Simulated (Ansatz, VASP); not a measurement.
# TiC: VASP beside Ansatz, part 2 of 2

Aim: how closely do two programs agree when they are given the same cell, functional and k mesh? The cell is taken from a series of runs on this material, whose earlier steps may have relaxed, scaled, displaced or heated it; both programs get it as it stands.

VASP 6.6.1 and Ansatz 0.2.0.

So far: The starting structure; VASP: zone-centre phonons, PBEsol, pair 1.

## 3. Ansatz: zone-centre phonons, PBEsol, pair 1

Level of this step: Ansatz beside VASP: Kohn-Sham DFT, plane waves, PBEsol (Ansatz).

Ansatz runs on its PAW soft_1 files.

The same cell, functional, mesh and smearing now go to Ansatz, which takes its cutoff from its data sets.

Input file input.yaml:

```yaml
crystal:
  lattice:
    - [0.0, 2.1545693556, 2.1035144519]
    - [2.1545693556, 0.0, 2.1035144519]
    - [2.1545693556, 2.1545693556, 0.0]
  atoms:
    - { symbol: C, position: [0.5, 0.5, 0.5] }
    - { symbol: Ti, position: [0.0, 0.0, 0.0] }
kpoints:
  mp_grid: { grid: [16, 16, 16] }
hamiltonian:
  xc: pbesol
  pseudopotentials: { kind: paw, azcp: { folder: soft_1 }, xc_functional: pbe }
scf:
  occupations: { method: methfessel_paxton, width: 0.2 }
output:
  eigenvalues: true
phonons:
  method: dfpt
```

Command:

```
> ansatz run input.yaml --threads 4 --pin off --max-ram 10240MiB --backend cpu --events-out ev --progress --plain --runs-dir out
```

Numbers of over 12 decimals in the logs are rounded to 6 here.

What it wrote:

```text
zone centre: on kpoints.mp_grid the ground state, and the responses unless they are solved on pairs of k-points, stand on 621 of the mesh's 4096 k-points, reduced under 8 symmetry operations, with k and −k counted as one. Each operation leaves every solved displacement unchanged or reverses it
Engine: ansatz 0.2.0, x86_64-unknown-linux-gnu
Pseudopotentials: kind: paw
Pseudopotential: C, paw, valence charge 4, recommended cutoff 420 eV (normal), soft_1/C.paw.azcp
Pseudopotential: Ti, paw, valence charge 12, recommended cutoff 420 eV (normal), soft_1/Ti.paw.azcp
Functional definition: PBEsol
  exchange = pbesol_x
  correlation = pbesol_c
Crystal: 2 atoms, lattice volume = 19.530 Å³
Basis set: ecut = 420 eV, 363 PW (Γ), exchange–correlation on 48×48×48 points (8 copies of the dense FFT grid, shifted against one another)
Bands: 12, of which v1, the nominal top of the filled ones, is band 8 counted from 1 (7 counted from 0)
Symmetry: 16 space group operations
k-points: 621 of 4096 (irreducible under 8 space group operations)
Non-local potential: C, projectors of the file, l = 0: 2, l = 1: 2, l = 2: 1
Non-local potential: Ti, projectors of the file, l = 0: 3, l = 1: 2, l = 2: 3, l = 3: 1
PAW form: soft (Blöchl's): semilocal exchange-correlation on the pseudo side does not see the compensation charge
PAW frozen core: C, regenerated for the run's functional, and the local potential with it (the file was generated under x = pbe(κ = 0.804, μ = 0.219515), c = pbe(β = 0.066725))
PAW frozen core: Ti, regenerated for the run's functional, and the local potential with it (the file was generated under x = pbe(κ = 0.804, μ = 0.219515), c = pbe(β = 0.066725))
PAW one-centre angular grid: C, 110 points (default); XC on 64 Gauss nodes
PAW one-centre angular grid: Ti, 590 points (default); XC on 64 Gauss nodes
Initial density: superposition of atomic densities (chi_scale 0.1, normalization cell, long waves kept (reshape's long-wave potential 0.00 eV rms))
Initial wavefunctions: pseudopotential atomic-orbital guess
Functional: x = pbesol(κ = 0.804, μ = 0.123457), c = pbesol(β = 0.046)
SCF iter   1: F=—  HF=-2723.413765 eV  |F-HF|=—  |Δ(HF+E_count)|=         —  Δρ=1.40e-1  dr2=4.91e0  ethr=3.10e-3  ⟨swp⟩=4.3  Hψ=35432  notcnv=0
preconditioner: auto → none  [metal: Δε(μ)=0.039 eV  Ē_g=20.460 eV  σ=0.200 eV  W_gap=0.16  n_scr=8 (ndim 8)  ℏωp=31.4 eV  f_vac=0.000  D(μ)=0.21/eV (n_scr^D=0)  sad-step TF]
SCF iter   2: F=—  HF=-2722.916994 eV  |F-HF|=—  |Δ(HF+E_count)|=   4.97e-1  S|Δr|=    0.00e0  Δρ=9.85e-2  dr2=2.48e0  ethr=3.10e-3  ⟨swp⟩=2.0  Hψ=14833  notcnv=0
SCF iter   3: F=—  HF=-2722.414100 eV  |F-HF|=—  |Δ(HF+E_count)|=   5.03e-1  S|Δr|=    0.00e0  Δρ=8.37e-3  dr2=7.62e-3  ethr=3.10e-3  ⟨swp⟩=2.8  Hψ=15140  notcnv=1
SCF iter   4: F=—  HF=-2722.411135 eV  |F-HF|=—  |Δ(HF+E_count)|=   2.97e-3  S|Δr|=    0.00e0  Δρ=1.42e-3  dr2=1.61e-4  ethr=4.76e-5  ⟨swp⟩=2.0  Hψ=17822  notcnv=0
SCF iter   5: F=—  HF=-2722.411299 eV  |F-HF|=—  |Δ(HF+E_count)|=   1.64e-4  S|Δr|=    0.00e0  Δρ=3.72e-4  dr2=1.90e-5  ethr=1.01e-6  ⟨swp⟩=2.0  Hψ=9941  notcnv=0
SCF iter   6: F=—  HF=-2722.411298 eV  |F-HF|=—  |Δ(HF+E_count)|=   9.50e-7  S|Δr|=    0.00e0  Δρ=3.74e-5  dr2=2.41e-7  ethr=1.19e-7  ⟨swp⟩=2.1  Hψ=11877  notcnv=0
SCF iter   7: F=—  HF=-2722.411299 eV  |F-HF|=—  |Δ(HF+E_count)|=   1.85e-7  S|Δr|=    0.00e0  Δρ=3.44e-6  dr2=1.40e-9  ethr=1.51e-9  ⟨swp⟩=3.0  Hψ=12439  notcnv=0
SCF iter   8: F=—  HF=-2722.411299 eV  |F-HF|=—  |Δ(HF+E_count)|=  5.52e-10  S|Δr|=    0.00e0  Δρ=1.31e-6  dr2=3.32e-10  ethr=8.73e-12  ⟨swp⟩=2.5  Hψ=11959  notcnv=0
SCF iter   9: F=-2722.411299 eV  HF=-2722.411299 eV  |F-HF|=1.36e-12  |Δ(HF+E_count)|=  1.12e-10  S|Δr|=    0.00e0  Δρ=8.47e-8  dr2=1.62e-12  ethr=1.00e-12  ⟨swp⟩=3.8  Hψ=32950  notcnv=0
SCF 1 converged in 9 iterations: F = -2722.411299 eV  dr2 = 1.62e-12
  greatest PAW one-centre occupation: 0.998 electrons in one spin orbital (limit 2), on the Ti atom at site 1 (counted from 0), in its partial waves of l = 0
DFPT response loops at Γ: preconditioner auto → Kerker (q_TF=auto, 2.639 Å⁻¹) (partly filled bands, converged f_vac=0.000); β = 1.00, the filter's whole step (`scf.mixing.beta` (0.50) is not read by the response loops under this deck's `scf.mixing.preconditioner`; to damp them name `kerker` or `kerker_dos`, under which they read `scf.mixing.beta`, and type it under 1.00, their step now; both keys bind the ground state too); Broyden in place of MSR1
SCF converged after 9 iterations
Stability not checked: this state was not tested for a lower state beside it, because cold or Methfessel-Paxton smearing, or corrected tetrahedra, fill the levels in a way that the test cannot read (fill_not_monotonic; see scf.lower_state_search)
Free energy (F): -2722.411299 eV
Harris-Foulkes:  -2722.411299 eV  (|F-HF|=1.36e-12)
Internal energy: -2722.411287 eV  (E = F + TS)
E sigma→0 (E₀):  -2722.411296 eV
Entropy (-TS):   -0.000011 eV (-0.006 meV/atom)
Fermi energy:    15.194723 eV
--- Per-component energies (eV) ---
  E_band       = -101.218088
  E_kinetic    = 368.054095
  E_local      = -806.235952  (includes V_loc(G=0)·N_el)
  E_nonlocal   = 84.675268
  E_hartree    = 318.807363
  E_xc         = -164.003719
  E_vxc        = -205.547724  (∫ρ·V_xc dr)
  E_paw        = -1112.337075  (= ΣΔE_a)
  E_vpaw       = -179.778477  (= ΣTr[D̂ρ^β])
  E_aug_tail   = -0.000065  (compensation charges beyond the density's cutoff)
  E_ewald      = -1411.531688
  E_core_change = 0.160485  (= ΣΔE_core)
  E_smearing   = -0.000011  (= −TS)
  E_closure    = 0.000000  (closes the sum)
  Σ components = -2722.411299   (vs F -2722.411299, Δ=0.00e0)
--- Band table (eV; the first three rows and the last of 621) ---
  k-point 0: bands = [... 4 lower, 2.6488, 15.8187, 15.8187, 16.0085, 16.9211, 16.9211, 16.9296, 17.0286]
  k-point 1: bands = [... 4 lower, 2.7426, 15.4156, 15.6121, 15.7582, 16.2316, 16.3060, 17.2082, 17.9652]
  k-point 2: bands = [... 4 lower, 3.0180, 14.5204, 14.8391, 14.9532, 16.3071, 16.3717, 17.5576, 19.0682]
  k-point 620: bands = [... 4 lower, 4.9967, 11.9158, 13.3758, 15.0841, 15.0841, 18.1108, 18.9447, 18.9447]
--- Phonons (Γ-DFPT): 4 representative perturbations + reference, on 621 of 4096 k-points (Σ response iterations 12) ---
  k mesh reduced under 8 symmetry operations, with k and −k counted as one. Each operation leaves every solved displacement unchanged or reverses it
  ASR residual: 3.992e-5 → 0.000e0 eV/Å²; symmetrization residual: 2.345e-7 eV/Å²
  ASR residual per site (eV/Å²): 1.47e-5 3.99e-5
  Γ frequencies (cm⁻¹): 0.00 0.00 0.00 535.67 535.67 596.84
  non-analytic LO–TO correction: not included (Born effective charges unavailable; polar crystals: no LO–TO splitting at Γ)
```

## 4. Comparison

Known differences besides the potentials themselves: the cutoff is 420 eV in Ansatz and 600 eV in VASP; Ansatz makes its cores anew for this functional, VASP keeps those of its PBE data sets. Total energies have different zeros and are not compared.

The two programs side by side:

| quantity | Ansatz | VASP | difference |
| --- | --- | --- | --- |
| optical mode 1 to 2 (cm⁻¹) | 535.7 | 536.5 | -0.16 % |
| optical mode 3 (cm⁻¹) | 596.8 | 597.9 | -0.17 % |

Modes are paired by rising frequency, not by their patterns, so a pair may set unlike modes beside each other; they are those without the splitting of longitudinal modes.

## 5. VASP: zone-centre phonons, PBEsol, pair 2

Second derivatives magnify differences that forces hide, and they need a tight electronic threshold. The cell compared in this pair holds 19.65 Å³, against 19.53 Å³ for the pair before.

Input file INCAR:

```
SYSTEM = TiC
PREC = Accurate
ENCUT = 600
EDIFF = 1E-08
NELM = 120
ISMEAR = 1
SIGMA = 0.2
LREAL = .FALSE.
ALGO = Normal
GGA = PS
NBANDS = 14
LASPH = .TRUE.
LORBIT = 11
LWAVE = .FALSE.
LCHARG = .FALSE.
ISIF = 2
IBRION = 8
GGA_COMPAT = .FALSE.
KPAR = 2
```

Input file POSCAR:

```
TiC
1.0
    0.0000000000      2.1504344414      2.1249788851
    2.1504344414      0.0000000000      2.1249788851
    2.1504344414      2.1504344414      0.0000000000
C Ti
1 1
Direct
    0.5000000000      0.5000000000      0.5000000000
    0.0000000000      0.0000000000      0.0000000000
```

Input file KPOINTS:

```
Automatic mesh
0
Gamma
16 16 16
0 0 0
```

PAW data sets: C and Ti_sv (PBE family, release 64).

Command:

```
> mpirun -np 2 vasp_std
```

What it wrote:

```text
[banner, memory and clock lines left out]
running    2 mpi-ranks, on    1 nodes
[...]
[... a notice as in an earlier step ...]

 LDA part: xc-table for (Slater+PW92), standard interpolation
 POSCAR, INCAR and KPOINTS ok, starting setup
[...]
entering main loop
       N       E                     dE             d eps       ncg     rms          rms(c)
DAV:   1     0.125661302315E+03    0.12566E+03   -0.88572E+03  9792   0.152E+03
DAV:   2    -0.163719844606E+02   -0.14203E+03   -0.13368E+03 10306   0.370E+02
DAV:   3    -0.247794846094E+02   -0.84075E+01   -0.81995E+01 12984   0.866E+01
DAV:   4    -0.251295773206E+02   -0.35009E+00   -0.34975E+00 12102   0.160E+01
[...]
DAV:  14    -0.197985232549E+02    0.55305E-06   -0.28001E-07 13720   0.757E-03    0.243E-03
DAV:  15    -0.197985231571E+02    0.97830E-07   -0.73135E-08 13044   0.240E-03    0.484E-04
DAV:  16    -0.197985231566E+02    0.43246E-09   -0.96201E-09  7486   0.127E-03
   1 F= -.19798523E+02 E0= -.19798430E+02  d E =-.278098E-03
[...]
RMM:  15    -0.671525045670E+00   -0.14865E-06   -0.38207E-06 42263   0.187E-03    0.141E-04
RMM:  16    -0.671525421626E+00   -0.37596E-06   -0.25829E-06 38910   0.156E-03    0.140E-04
RMM:  17    -0.671525539837E+00   -0.11821E-06   -0.19540E-06 40272   0.132E-03    0.143E-04
 first order change of Fermi-energy   0.46370E-03
 force on displaced ion       2 direction 1 : -10.347   0.000   0.000
 Linear response progress:
  Degree of freedom:   4/  4
       N       E                     dE             d eps       ncg     rms          rms(c)
RMM:   1    -0.682634392377E+00   -0.68263E+00    0.69070E+00  9913   0.138E+02
RMM:   2    -0.655490714054E+00    0.27144E-01   -0.24407E-01 16563   0.499E+00    0.234E-01
RMM:   3    -0.653954524746E+00    0.15362E-02   -0.18868E-02 19473   0.117E+00    0.116E-01
RMM:   4    -0.653107366417E+00    0.84716E-03   -0.79871E-03 21197   0.527E-01    0.222E-02
[...]
RMM:  29    -0.654384463867E+00   -0.77625E-07   -0.11849E-06 20555   0.316E-04    0.282E-05
RMM:  30    -0.654384474439E+00   -0.10572E-07   -0.92297E-07 17930   0.283E-04    0.285E-05
RMM:  31    -0.654384459022E+00    0.15418E-07   -0.72327E-07 20888   0.256E-04    0.282E-05
 first order change of Fermi-energy  -0.46470E-03
 force on displaced ion       2 direction 3 :   0.000   0.000 -11.452
 Linear response finished
```

From OUTCAR (step 5):

```text
  Total        0.0278820      0.0278820      0.6844000      0.0000000      0.0000000      0.0000000
  in kB        2.2729857      2.2729857     55.7934919      0.0000000      0.0000000      0.0000000
  external PRESSURE =      20.1131545 kB  Pullay stress =       0.0000000 kB

 POSITION                                       TOTAL-FORCE (eV/Angst)
 -----------------------------------------------------------------------------------
      2.15043      2.15043      2.12498        -0.000000      0.000000     -0.000000
      0.00000      0.00000      0.00000         0.000000     -0.000000      0.000000
 -----------------------------------------------------------------------------------
    total drift:                                0.000000     -0.000000     -0.000000

[... 1 part as in an earlier step ...]

[... 1 further part left out ...]
```

## 6. Ansatz: zone-centre phonons, PBEsol, pair 2

The same cell, functional, mesh and smearing now go to Ansatz, which takes its cutoff from its data sets.

The cell is taken from a series of runs on this material, whose earlier steps may have relaxed, scaled, displaced or heated it; both programs get it as it stands.

input.yaml, the sections that differ from step 3:

```yaml
crystal:
  lattice:
    - [0.0, 2.1504344414, 2.1249788851]
    - [2.1504344414, 0.0, 2.1249788851]
    - [2.1504344414, 2.1504344414, 0.0]
  atoms:
    - { symbol: C, position: [0.5, 0.5, 0.5] }
    - { symbol: Ti, position: [0.0, 0.0, 0.0] }
# kpoints, hamiltonian, scf, output, phonons: as in step 3
```

Command:

```
> ansatz run input.yaml --threads 4 --pin off --max-ram 10240MiB --backend cpu --events-out ev --progress --plain --runs-dir out
```

What it wrote:

```text
[...]
Crystal: 2 atoms, lattice volume = 19.653 Å³
Basis set: ecut = 420 eV, 379 PW (Γ), exchange–correlation on 48×48×48 points (8 copies of the dense FFT grid, shifted against one another)
Bands: 12, of which v1, the nominal top of the filled ones, is band 8 counted from 1 (7 counted from 0)
Symmetry: 16 space group operations
k-points: 621 of 4096 (irreducible under 8 space group operations)
[...]
k-point 1: bands = [... 4 lower, 2.6593, 15.3128, 15.5362, 15.6079, 16.1327, 16.1684, 17.0837, 17.8768]
  k-point 2: bands = [... 4 lower, 2.9323, 14.4178, 14.7623, 14.8187, 16.2040, 16.2353, 17.4292, 18.9784]
  k-point 620: bands = [... 4 lower, 4.8997, 11.7105, 13.2993, 15.0301, 15.0301, 17.9683, 18.7973, 18.7973]
[...]
ASR residual: 4.841e-5 → 0.000e0 eV/Å²; symmetrization residual: 4.327e-7 eV/Å²
  ASR residual per site (eV/Å²): 1.97e-5 4.84e-5
  Γ frequencies (cm⁻¹): 0.00 0.00 0.00 539.41 539.41 568.65
[...]
[key lines of the parts left out:]
SCF converged after 9 iterations
Free energy (F): -2722.421547 eV
Fermi energy:    15.080558 eV
```

## 7. Comparison

Compared:

| quantity | Ansatz | VASP | difference |
| --- | --- | --- | --- |
| optical mode 1 to 2 (cm⁻¹) | 539.4 | 540.3 | -0.16 % |
| optical mode 3 (cm⁻¹) | 568.6 | 569.3 | -0.12 % |

Modes are paired by rising frequency, not by their patterns, so a pair may set unlike modes beside each other; they are those without the splitting of longitudinal modes.

## 8. Results

| Quantity | Value |
| --- | --- |
| r.m.s. difference of the optical zone-centre modes, each program's sorted by frequency (zone-centre phonons, PBEsol, pair 1) | 0.93 cm⁻¹ |
| r.m.s. difference of the optical zone-centre modes, each program's sorted by frequency (zone-centre phonons, PBEsol, pair 2) | 0.80 cm⁻¹ |

The r.m.s. difference of the optical zone-centre modes, each program's sorted by frequency is 0.93 cm⁻¹ (zone-centre phonons, PBEsol, pair 1). Such differences can come from data sets, numerical settings and the points named under the comparisons, not from the functional's error against experiment.

[Lines on the potential files, build, host, timing and source positions are cut from VASP's logs without a mark.]

[Logs are printed without paths, hosts, clocks, repeated set-up lines and the standing remarks that a program may print on its own settings, such as how far it seeks lower states.]

[Hosts, paths, dates, database ids (printed as entryN), source tags and the programs' standing remarks are cut or masked in the printed files.]
